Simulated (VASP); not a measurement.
Input for VASP

**INCAR**
```
SYSTEM = ZrS2
PREC = Accurate
ENCUT = 500
EDIFF = 1E-6
NELM = 100
ALGO = Normal
LREAL = .FALSE.
LASPH = .TRUE.
ISMEAR = 0
SIGMA = 0.05
GGA = PS
LMAXMIX = 4
LWAVE = .FALSE.
LCHARG = .FALSE.
IBRION = 2
ISIF = 3
NSW = 40
EDIFFG = -0.02
PSTRESS = 100
```

POSCAR:
```
ZrS2
1
    1.7756389353    -3.0754968879     0.0000000000
    1.7756389353     3.0754968879     0.0000000000
    0.0000000000     0.0000000000     5.4272907629
Zr S
1 2
Direct
  0.0000000000   0.0000000000   0.0000000000
  0.3333330000   0.6666670000   0.2711709755
  0.6666670000   0.3333330000   0.7288290245
```

### KPOINTS
```
Regular mesh
0
gamma
7 7 4
```

POTCAR, in this order: Zr_sv S (PBE.64 set). Program: vasp_std.

Q: Write an equivalent input for Ansatz.

A: One equivalent input (not run):
Ansatz 0.2 input:
```yaml
crystal:
  lattice:
    - [1.7756389, -3.0754969, 0.0000000]
    - [1.7756389, 3.0754969, 0.0000000]
    - [0.0000000, 0.0000000, 5.4272908]
  atoms:
    - { symbol: Zr, position: [0.0000000, 0.0000000, 0.0000000] }
    - { symbol: S, position: [0.3333330, 0.6666670, 0.2711710] }
    - { symbol: S, position: [0.6666670, 0.3333330, 0.7288290] }
kpoints:
  mp_grid: { grid: [7, 7, 4] }
hamiltonian:
  xc: pbesol
  pseudopotentials: { kind: paw }
scf:
  occupations: { method: gaussian, width: 0.05 }
  max_iter: 100
relax:
  max_steps: 40
  f_tol: 0.02
  cell: { p_target: 10 }
output: { forces: true, stress: true, eigenvalues: true }
```
What does not carry over: each code has its own PAW files, so the cut-off isn't converted (ENCUT is set for VASP's; basis.ecutwfc is left out, and Ansatz then takes the one that its files recommend); Ansatz stops its SCF on the density residual and VASP on the energy change (EDIFF).

The compound is ZrS2 in the 1T layered structure. This run relaxes it under an external pressure of 10 GPa. Symmetry was kept, so distortions that lower it aren't found.
